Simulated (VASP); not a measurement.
These are PBE GGA, VASP's PBE PAW potentials (set 64) (plane waves; VASP) values and carry that method's errors.

A VASP calculation is set up with these files.

**KPOINTS**
```
Automatic mesh
0
Gamma
8 8 6
0 0 0
```

### INCAR
```
! general
SYSTEM   =  SnO
PREC     =  Normal
ENCUT    =  500
LREAL    =  F
LASPH    =  T

! electronic loop
EDIFF    =  1E-5
NELM     =  100
NELMIN   =  4
ALGO     =  Fast
LMAXMIX  =  4

! smearing
ISMEAR   =  0
SIGMA    =  0.05

! functional
GGA      =  PE

! ions
IBRION   =  2
NSW      =  20
ISIF     =  2
EDIFFG   =  -0.03

! output
LWAVE    =  F
LCHARG   =  F
```

File POSCAR:
```
SnO
1.0
  3.8657671155   0.0000000000   0.0000000000
  0.0000000000   3.8657671155   0.0000000000
  0.0000000000   0.0000000000   5.0432139459
Sn O
2 2
Cartesian
  1.9328835578   0.0000000000   3.8429290268
  0.0000000000   1.9328835578   1.2002849191
  1.9328835578   1.9328835578   0.0000000000
  0.0000000000   0.0000000000   0.0000000000
```

POTCAR, in this order: Sn_d O (PBE.64 set). Program: vasp_std.

Without a dispersion term in the relaxation, distances and binding between the weakly bound layers, chains or molecules are unreliable, and so is what depends on them. Unless said otherwise, spin-orbit coupling is left out, though it shifts the bands of the heavy elements here.

### Question
Predict the energy per atom (σ→0), band gap (on the k-mesh).

### Answer

- energy per atom (σ→0): -548.2 kJ/mol of atoms
- band gap (on the k-mesh): 0.43 eV

### OSZICAR
```
...
   2 F= -.22725613E+02 E0= -.22725613E+02  d E =-.231960E-01
       N       E                     dE             d eps       ncg     rms          rms(c)
DAV:   1    -0.227256716781E+02   -0.63402E-04   -0.19544E-01  3648   0.264E+00    0.117E-01
RMM:   2    -0.227259755080E+02   -0.30383E-03   -0.34642E-03  3246   0.617E-01    0.572E-02
RMM:   3    -0.227261507307E+02   -0.17522E-03   -0.20435E-03  3833   0.376E-01    0.193E-02
RMM:   4    -0.227261621204E+02   -0.11390E-04   -0.12363E-04  3221   0.991E-02    0.178E-02
RMM:   5    -0.227261656742E+02   -0.35538E-05   -0.35950E-05  2059   0.516E-02
   3 F= -.22726166E+02 E0= -.22726166E+02  d E =-.237491E-01
```

The compound is SnO in the litharge structure. This run relaxes the ions in a fixed cell. Symmetry was kept, so distortions that lower it aren't found.
